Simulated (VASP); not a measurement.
OSZICAR of a VASP run on Ga$_{35}$MgN$_{35}$:

OSZICAR:
```
       N       E                     dE             d eps       ncg     rms          rms(c)
DAV:   1    -0.420580484256E+03   -0.42058E+03   -0.58353E-06   720   0.681E-03    0.231E-03
RMM:   2    -0.420580484028E+03    0.22797E-06   -0.12112E-06   476   0.256E-03    0.112E-03
RMM:   3    -0.420580484029E+03   -0.49477E-09   -0.46393E-07   492   0.128E-03    0.519E-04
RMM:   4    -0.420580484035E+03   -0.65756E-08   -0.12166E-07   279   0.676E-04
   1 F= -.42058048E+03 E0= -.42056612E+03  d E =-.287269E-01  mag=     2.0000
```

Q: Which electronic solver shows in the log?

A: It is blocked Davidson (ALGO = Normal, or the opening steps of other solvers) and then RMM-DIIS (ALGO = Fast or VeryFast). The INCAR had ALGO = Fast.

Q: How was spin treated?

A: Collinear spin (ISPIN = 2): the summary line carries one mag value, 2.00 μB in the cell.

Q: Can the final energy be trusted as converged?

A: The calculation finished and met its thresholds. It stopped with EDIFF = 1E-6, NELM = 100 (PBE GGA, plane waves, VASP's PBE PAW potentials (set 64)).   The supercell is sampled at Γ alone, which is coarse: total energies, pressure and levels can be off, energies of defects by several tenths of an eV.

The cell is a supercell with a defect, built from GaN (wurtzite): Mg_Ga-vac_N. The total moment is imposed (NUPDOWN), so this need not be the lowest spin state.
